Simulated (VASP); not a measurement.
A convergence study with VASP on CsI (space group no. 221 when undisturbed): one setting is varied, all else stays as given below, so the limit is that of these other settings. One atom is moved off its site, so that forces are finite.

```
CsI
1.0
    4.55629     0.00000     0.00000
    0.00000     4.55629     0.00000
    0.00000     0.00000     4.55629
Cs I
1 1
Direct
  0.00000   0.00000   0.01097
  0.50000   0.50000   0.50000
```

Calculation: PBEsol GGA, VASP's PBE PAW potentials (set 64) (plane waves; VASP 6.6.1). The tightest run used: 300 eV cut-off, 16×16×16 Γ-centred mesh, Fermi-Dirac smearing of 0.010 eV, potentials Cs_sv I.

```csv
setting,E (eV/atom),pressure (GPa),largest force (eV/Å),irreducible k-points
1×1×1 mesh,-0.7751,13.84,0.126,1
2×2×2 mesh,-2.7687,0.61,0.015,6
3×3×3 mesh,-2.8750,-0.26,0.032,6
```

### Question
These are the cheaper rows. Estimate the results at 16×16×16 mesh, and how far the last row shown lies from them.

### Answer

```tsv
quantity	tightest run	last row shown is off by
E (eV/atom)	-2.8858	0.0108
pressure (GPa)	-0.36	0.11
largest force (eV/Å)	0.034	-0.001
```

Left out are rungs that failed or repeat a setting and relaxations that didn't move; long series are thinned to 24 rows.

The structure is a typed CsI crystal (space group no. 221). The cell was not relaxed at this level, it is distorted from the ideal structure.
